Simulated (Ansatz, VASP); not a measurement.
# Pt (Pt strained to the junction's net): VASP beside Ansatz

Wanted: the spread between two codes on one cell, functional and k mesh. The structure shown is the end of the Ansatz relaxation below.

Main program and level: Ansatz 0.2.0; plane waves, with VASP 6.6.1 beside it; single point at PBE.

## (1) The starting structure

The structure is trigonal, space group R-3m (No. 166). Conventional cell: a = 2.770 Å, b = 2.770 Å, c = 6.992 Å, α = 90.00°, β = 90.00°, γ = 120.00°. Nearest to Pt lie 12 Pt at 2.77 to 2.83 Å.

## (2) Ansatz: relaxation, PBE

Ansatz runs on its default PAW (the set named soft_2) files.

This run makes the geometry at which the two programs are then compared.

input.yaml

```yaml
crystal:
  lattice:
    - [2.77, 0.0, 0.0]
    - [-1.385, 2.3988903685, 0.0]
    - [0.0, 0.0, 6.940050289]
  atoms:
    - { symbol: Pt, position: [0.0, 0.0, 0.0] }
    - { symbol: Pt, position: [0.3333333333, 0.6666666667, 0.3333333333] }
    - { symbol: Pt, position: [0.6666666667, 0.3333333333, 0.6666666667] }
kpoints:
  mp_grid: { grid: [18, 18, 5] }
scf:
  occupations: { method: fermi_dirac, width: 0.1 }
  max_iter: 150
hamiltonian:
  xc: pbe
relax:
  f_tol: 0.01
  max_steps: 40
  cell: { fix: [a, b, angles] }
```

Run with:

```console
$ ansatz run input.yaml --threads 4 --pin off --max-ram 16384MiB --backend cpu --events-out ev --progress --plain --runs-dir out
```

Numbers of over 12 decimals in the logs are rounded to 6 here.

The program printed:

```text
Engine: ansatz 0.2.0, aarch64-unknown-linux-gnu
Pseudopotentials: kind: paw
Pseudopotential: Pt, paw, valence charge 18, recommended cutoff 420 eV (normal), Pt.paw.azcp
Functional definition: PBE
  parameter kappa = 0.804
  parameter beta = 0.066725
  exchange = pbe_x(kappa = kappa, mu = beta*pi^2/3)
  correlation = pbe_c(beta = beta)
Crystal: 3 atoms, lattice volume = 46.116 Å³
Basis set: ecut = 420 eV, 911 PW (Γ), exchange–correlation on 40×40×96 points (8 copies of the dense FFT grid, shifted against one another)
Bands: 33, of which v1, the nominal top of the filled ones, is band 27 counted from 1 (26 counted from 0)
Symmetry: 36 space group operations
Space group: R-3m (ITA 166), of the structure as read, at distance tolerance 3.6e-5 Å
k-points: 165 of 1620
Non-local potential: Pt, projectors of the file, l = 0: 3, l = 1: 2, l = 2: 2, l = 3: 1
PAW form: soft (Blöchl's): semilocal exchange-correlation on the pseudo side does not see the compensation charge
PAW one-centre angular grid: Pt, 590 points (default); XC on 64 Gauss nodes
Initial density: superposition of atomic densities (neutral atoms: chi_scale 0, normalization atom), corrected by the library's trained network
Initial wavefunctions: pseudopotential atomic-orbital guess
Functional: x = pbe(κ = 0.804, μ = 0.219515), c = pbe(β = 0.066725)
SCF iter   1: F=—  HF=-37569.108460 eV  |F-HF|=—  |Δ(HF+E_count)|=         —  Δρ=2.97e-3  dr2=6.75e-4  ethr=1.77e-3  ⟨swp⟩=5.2  Hψ=19022  notcnv=0
preconditioner: auto → Kerker (q_TF=auto, 2.801 Å⁻¹)  [metal: Δε(μ)=0.003 eV  Ē_g=9.329 eV  σ=0.100 eV  W_gap=0.01  n_scr=24 (ndim 8)  ℏωp=29.9 eV  f_vac=0.000  D(μ)=5.31/eV (n_scr^D=70)]
SCF iter   2: F=—  HF=-37569.112012 eV  |F-HF|=—  |Δ(HF+E_count)|=   3.55e-3  Δρ=1.66e-3  dr2=2.13e-4  ethr=1.25e-6  ⟨swp⟩=2.7  Hψ=11635  notcnv=0
SCF iter   3: F=—  HF=-37569.112556 eV  |F-HF|=—  |Δ(HF+E_count)|=   5.44e-4  Δρ=1.22e-4  dr2=1.74e-6  ethr=3.95e-7  ⟨swp⟩=2.0  Hψ=7831  notcnv=0
SCF iter   4: F=—  HF=-37569.112532 eV  |F-HF|=—  |Δ(HF+E_count)|=   2.43e-5  Δρ=4.40e-5  dr2=3.43e-7  ethr=3.23e-9  ⟨swp⟩=2.2  Hψ=7967  notcnv=0
iter 5 did not close the SCF: its close was put off for the readings that it lacked (scf_convergence_deferred on its scf_iter line)
SCF iter   5: F=-37569.112532 eV  HF=-37569.112532 eV  |F-HF|=8.37e-10  |Δ(HF+E_count)|=   2.93e-7  Δρ=6.45e-6  dr2=1.55e-8  ethr=6.34e-10  ⟨swp⟩=2.0  Hψ=7102  notcnv=0
SCF iter   6: F=-37569.112532 eV  HF=-37569.112532 eV  |F-HF|=2.55e-10  |Δ(HF+E_count)|=   2.39e-9  Δρ=2.64e-6  dr2=2.56e-9  ethr=2.86e-11  ⟨swp⟩=2.0  Hψ=16834  notcnv=0
SCF 1 converged in 6 iterations: F = -37569.112532 eV  dr2 = 2.56e-9
  greatest PAW one-centre occupation: 1.000 electrons in one spin orbital (limit 2), on the Pt atom at site 2 (counted from 0), in its partial waves of l = 0
relax step   1: F+E_penalty+E_count = -37569.11253199 eV  Δ(F+E_penalty+E_count) = +0.000e0 eV  max|allowed force component| = 2.802e-28 eV/Å  Δτ_max = 0.0000 Å  P = +5.079 GPa  Ω = 46.116 Å³  fix = [a, b, alpha, beta, gamma]  reactions: a +6.344, b +6.344 GPa  (6 SCF iters, dr2 threshold 1.00e-7 eV, accepted)
[...]
relax step   2: F+E_penalty+E_count = -37569.11315600 eV  Δ(F+E_penalty+E_count) = -6.240e-4 eV  max|allowed force component| = 1.797e-26 eV/Å  Δτ_max = 0.0000 Å  P = +1.699 GPa  Ω = 46.752 Å³  energy of the carried Pulay correction = -2.839e-4 eV  fix = [a, b, alpha, beta, gamma]  reactions: a +3.541, b +3.541 GPa  (6 SCF iters, dr2 threshold 3.00e-7 eV, accepted)
[...]
relax step   3: F+E_penalty+E_count = -37569.11508929 eV  Δ(F+E_penalty+E_count) = -1.933e-3 eV  max|allowed force component| = 5.015e-28 eV/Å  Δτ_max = 0.0000 Å  P = +3.131 GPa  Ω = 46.473 Å³  energy of the carried Pulay correction = -1.601e-4 eV  fix = [a, b, alpha, beta, gamma]  reactions: a +4.735, b +4.735 GPa  (6 SCF iters, dr2 threshold 3.00e-7 eV, accepted)
[...]
relax step   4: F+E_penalty+E_count = -37569.11509694 eV  Δ(F+E_penalty+E_count) = -7.650e-6 eV  max|allowed force component| = 6.264e-28 eV/Å  Δτ_max = 0.0000 Å  P = +3.190 GPa  Ω = 46.462 Å³  energy of the carried Pulay correction = -1.550e-4 eV  fix = [a, b, alpha, beta, gamma]  reactions: a +4.784, b +4.784 GPa  (6 SCF iters, dr2 threshold 1.49e-8 eV, accepted)
[...]
relax step   5: F+E_penalty+E_count = -37569.11525071 eV  Δ(F+E_penalty+E_count) = -1.538e-4 eV  max|allowed force component| = 2.898e-29 eV/Å  Δτ_max = 0.0000 Å  P = +3.186 GPa  Ω = 46.462 Å³  fix = [a, b, alpha, beta, gamma]  reactions: a +4.782, b +4.782 GPa  stress off target by 4.14e-3 GPa on what of the cell is left free  SCF on the basis re-selected at this cell (its energy is not comparable with the rows above)  (8 SCF iters)
basis re-selected at this cell: Δ(F+E_penalty+E_count) = -1.538e-4 eV, ΔP = -0.004 GPa vs the last step (what re-selecting the basis moved, of the pressure what is left beyond the Pulay correction that the steps carried, after the strain that the cell walked since its last selection, with what the two solves' SCF thresholds leave and, on support functions, any second-order correction that the steps lacked; it is no m [...]
SCF converged after 8 iterations
Free energy (F): -37569.115251 eV
Harris-Foulkes:  -37569.115251 eV  (|F-HF|=7.28e-12)
Internal energy: -37568.946783 eV  (E = F + TS)
E sigma→0 (E₀):  -37569.031017 eV
Entropy (-TS):   -0.168467 eV (-56.156 meV/atom)
Fermi energy:    22.595822 eV
--- Per-component energies (eV) ---
  E_band       = -422.179409
  E_kinetic    = 1912.296368
  E_local      = -4490.834640  (includes V_loc(G=0)·N_el)
  E_nonlocal   = 599.448868
  E_hartree    = 1665.213565
  E_xc         = -785.287317
  E_vxc        = -908.463273  (∫ρ·V_xc dr)
  E_paw        = -28361.808881  (= ΣΔE_a)
  E_vpaw       = -865.054487  (= ΣTr[D̂ρ^β])
  E_aug_tail   = 0.000625  (compensation charges beyond the density's cutoff)
  E_ewald      = -8107.975371
  E_smearing   = -0.168467  (= −TS)
  E_closure    = -0.000000  (closes the sum)
  Σ components = -37569.115251   (vs F -37569.115251, Δ=0.00e0)
--- Forces (eV/Å), atoms counted from 1 ---
  atom   1  Pt     0.00000000     0.00000000     0.00000000
  atom   2  Pt    -0.00000000     0.00000000     0.00000000
  atom   3  Pt     0.00000000    -0.00000000     0.00000000
  max |Σ_I F_I| component: 8.70e-29 eV/Å
--- Stress (GPa, compression-positive) ---
        4.781722       0.000000       0.000000
        0.000000       4.781722       0.000000
        0.000000       0.000000      -0.004136
  P = ⅓ Tr σ = 3.1864 GPa (31.864 kbar)
--- Relaxed structure (4 steps of the walk, 4 accepted, 1 SCFs on fresh bases) ---
  F+E_penalty+E_count = -37569.11525071 eV   max|allowed force component| = 2.898e-29 eV/Å   (the final SCF, on the basis selected at the relaxed cell)
  cell:  # Å, volume = 46.4621 Å³
    - [2.770000, 0, 0]
    - [-1.385000, 2.398890, 0]
    - [0, 0, 6.992112]
  atoms:
    - { symbol: Pt, position: [0, 0, 0] }
    - { symbol: Pt, position: [0.333333, 0.666667, 0.333333] }
    - { symbol: Pt, position: [0.666667, 0.333333, 0.666667] }
```

The column dr2 measures how far the density is from self-consistency, as an energy; F and HF (Harris–Foulkes) agree once it is small.

## (3) VASP: single point, PBE

The same cell, functional, mesh and smearing now go to VASP, with its own data sets.

Lines of VASP's logs that name or quote its potential files are left out, and so is its time.

INCAR

```
SYSTEM = Pt
PREC = Accurate
ENCUT = 500
EDIFF = 1E-06
NELM = 120
ISMEAR = -1
SIGMA = 0.1
LREAL = .FALSE.
ALGO = Normal
GGA = PE
NBANDS = 21
LASPH = .TRUE.
LORBIT = 11
LWAVE = .FALSE.
LCHARG = .FALSE.
ISIF = 2
GGA_COMPAT = .FALSE.
```

POSCAR

```
Pt
1.0
    2.7700000000      0.0000000000      0.0000000000
   -1.3850000000      2.3988903685      0.0000000000
    0.0000000000      0.0000000000      6.9921117234
Pt
3
Direct
    0.0000000000      0.0000000000      0.0000000000
    0.3333333333      0.6666666667      0.3333333333
    0.6666666667      0.3333333333      0.6666666667
```

KPOINTS

```
Automatic mesh
0
Gamma
18 18 5
0 0 0
```

The projector-augmented-wave data sets are Pt (PBE family, release 64).

Run with:

```console
$ mpirun -np 1 vasp_std
```

The program printed:

```text
[banner, memory and clock lines left out]
running    1 mpi-ranks, on    1 nodes
 distrk:  each k-point on    1 cores,    1 groups
 distr:  one band on    1 cores,    1 groups

 POSCAR found type information on POSCAR Pt
 POSCAR found :  1 types and       3 ions
 LDA part: xc-table for (Slater+PW92), standard interpolation
 POSCAR, INCAR and KPOINTS ok, starting setup
 FFT: planning ... GRIDC
 FFT: planning ... GRID_SOFT
 FFT: planning ... GRID
 WAVECAR not read
 entering main loop
       N       E                     dE             d eps       ncg     rms          rms(c)
DAV:   1     0.170058543682E+03    0.17006E+03   -0.15027E+04  7090   0.132E+03
DAV:   2    -0.151617683642E+02   -0.18522E+03   -0.17370E+03  7566   0.290E+02
DAV:   3    -0.194740533117E+02   -0.43123E+01   -0.42255E+01  8040   0.439E+01
DAV:   4    -0.195049909435E+02   -0.30938E-01   -0.30896E-01  7765   0.389E+00
DAV:   5    -0.195053166151E+02   -0.32567E-03   -0.32566E-03  8065   0.428E-01    0.208E+01
DAV:   6    -0.184837017011E+02    0.10216E+01   -0.20178E+00  7640   0.111E+01    0.110E+01
DAV:   7    -0.183802495832E+02    0.10345E+00   -0.44959E-01  7865   0.510E+00    0.328E+00
DAV:   8    -0.183678761013E+02    0.12373E-01   -0.51927E-02  7435   0.173E+00    0.104E+00
DAV:   9    -0.183672320575E+02    0.64404E-03   -0.56851E-04  7870   0.188E-01    0.311E-02
DAV:  10    -0.183672515246E+02   -0.19467E-04   -0.98042E-06  7825   0.228E-02    0.104E-02
DAV:  11    -0.183672534943E+02   -0.19697E-05   -0.89493E-07  4935   0.685E-03    0.466E-03
DAV:  12    -0.183672532245E+02    0.26984E-06   -0.10947E-07  4150   0.279E-03
   1 F= -.18367253E+02 E0= -.18282745E+02  d E =-.169016E+00
```

From OUTCAR (step 3):

```text
ion  position               nearest neighbor table
   1  0.000  0.000  0.000-   2 2.83   3 2.83   3 2.83   2 2.83   3 2.83   2 2.83
   2  0.333  0.667  0.333-   1 2.83   1 2.83   1 2.83   3 2.83   3 2.83   3 2.83
   3  0.667  0.333  0.667-   1 2.83   1 2.83   1 2.83   2 2.83   2 2.83   2 2.83

  LATTYP: Found a hexagonal cell.
 ALAT       =     2.7700000000
 C/A-ratio  =     2.5242280590

 Subroutine GETGRP returns: Found 12 space group operations
 (whereof 12 operations were pure point group operations)

The static configuration has the point symmetry D_3d.

 Found    165 irreducible k-points:

   k-points           NKPTS =    165   k-points in BZ     NKDIM =    165   number of bands    NBANDS=     21

   dimension x,y,z NGX =    20 NGY =   20 NGZ =   54
   dimension x,y,z NGXF=    40 NGYF=   40 NGZF=  108

   ENCUT  =  500.0 eV  36.75 Ry    6.06 a.u.   5.05  5.05 12.75*2*pi/ulx,y,z

   NELECT =      30.0000    total number of electrons

 k-points in reciprocal lattice and weights: Automatic mesh
   0.00000000  0.00000000  0.00000000       0.001
   0.05555556  0.00000000  0.00000000       0.004
   0.11111111  0.00000000  0.00000000       0.004
   0.16666667  0.00000000  0.00000000       0.004
   0.22222222  0.00000000  0.00000000       0.004
   0.27777778 -0.00000000  0.00000000       0.004
   0.33333333  0.00000000  0.00000000       0.004
   0.38888889  0.00000000  0.00000000       0.004
   0.44444444  0.00000000  0.00000000       0.004
[...]
-0.27777778 -0.38888889  0.40000000       0.007
   0.33333333  0.33333333  0.40000000       0.002

 average (electrostatic) potential at core
       1 -63.3084       2 -63.3084       3 -63.3084

 E-fermi :  10.7675

 k-point     1 :       0.0000    0.0000    0.0000
  band No.  band energies     occupation
    ...
     14       9.2129      2.00000
     15      10.0266      1.99879
     16      10.0266      1.99879
     17      10.0266      1.99879
     18      10.0266      1.99879
     19      20.3384      0.00000
     20      20.3384      0.00000
     21      25.4507      0.00000

 k-point     2 :       0.0556    0.0000    0.0000
  band No.  band energies     occupation
    ...
     14       9.2093      2.00000
     15       9.7736      1.99990
     16       9.9880      1.99918
     17      10.2517      1.98856
     18      10.4278      1.93524
     19      20.3830      0.00000
     20      20.3906      0.00000
     21      25.6276      0.00000

 k-point     3 :       0.1111    0.0000    0.0000
  band No.  band energies     occupation
    ...
     13       9.0001      2.00000
     14       9.2119      2.00000
     15       9.5083      1.99999
     16      10.2745      1.98565
     17      10.4394      1.92753
     18      11.0028      0.17366
     19      20.4943      0.00000
     20      20.5539      0.00000
     21      26.1232      0.00000

  Total        1.2471113      1.2471113     -0.1450442      0.0000000     -0.0000000      0.0000000
  in kB       43.0048343     43.0048343     -5.0016400      0.0000000     -0.0000000      0.0000000
  external PRESSURE =      27.0026762 kB  Pullay stress =       0.0000000 kB

  energy-cutoff  :      500.00
  volume of cell :       46.46
      direct lattice vectors                 reciprocal lattice vectors
     2.770000000  0.000000000  0.000000000     0.361010830  0.208429700  0.000000000
    -1.385000000  2.398890369  0.000000000     0.000000000  0.416859400  0.000000000
     0.000000000  0.000000000  6.992111723     0.000000000  0.000000000  0.143018310

 POSITION                                       TOTAL-FORCE (eV/Angst)
 -----------------------------------------------------------------------------------
      0.00000      0.00000      0.00000         0.000000      0.000000     -0.000000
     -0.00000      1.59926      2.33070        -0.000000      0.000000     -0.000000
      1.38500      0.79963      4.66141         0.000000     -0.000000      0.000000
 -----------------------------------------------------------------------------------
    total drift:                               -0.000000      0.000000      0.000000

  FREE ENERGIE OF THE ION-ELECTRON SYSTEM (eV)
  ---------------------------------------------------
  free  energy   TOTEN  =       -18.3672532245 eV

  energy  without entropy=      -18.1982376158  energy(sigma->0) =      -18.28274542

 total charge
# of ion       s       p       d       tot
------------------------------------------
    1        0.626   0.581   8.025   9.232
    2        0.626   0.581   8.025   9.232
    3        0.626   0.581   8.025   9.232
--------------------------------------------------
tot          1.877   1.743  24.076  27.696

[... 3 further parts left out ...]
```

The run ends at a pressure of 2.70 GPa.

## (4) Comparison

Known differences besides the potentials themselves: the data sets hold 54 valence electrons in Ansatz (on its default PAW (the set named soft_2) files) and 30 in VASP; the cutoff is 420 eV in Ansatz and 500 eV in VASP; Ansatz's pressure holds a Pulay correction, VASP's none. Total energies have different zeros and are not compared.

Compared:

| quantity | Ansatz | VASP | difference |
| --- | --- | --- | --- |
| pressure (GPa) | 3.19 | 2.70 | +0.49 |

## (5) Summary of results

```
difference in pressure (single point, PBE) : 0.49 GPa
```

**Reading.** The difference in pressure is 0.49 GPa (single point, PBE), within the 1 GPa picked in this series as the mark of a large difference. The data sets hold unlike numbers of valence electrons (54 in Ansatz and 30 in VASP), so part of the differences comes from the potentials. Such differences can come from data sets, numerical settings and the points named under the comparisons, not from the functional's error against experiment.

[Lines on the potential files, build, host, timing and source positions are cut from VASP's logs without a mark.]

[Logs are printed without paths, hosts, clocks, repeated set-up lines and the standing remarks that a program may print on its own settings, such as how far it seeks lower states.]

[Hosts, paths, dates, database ids (printed as entryN), source tags and the programs' standing remarks are cut or masked in the printed files.]
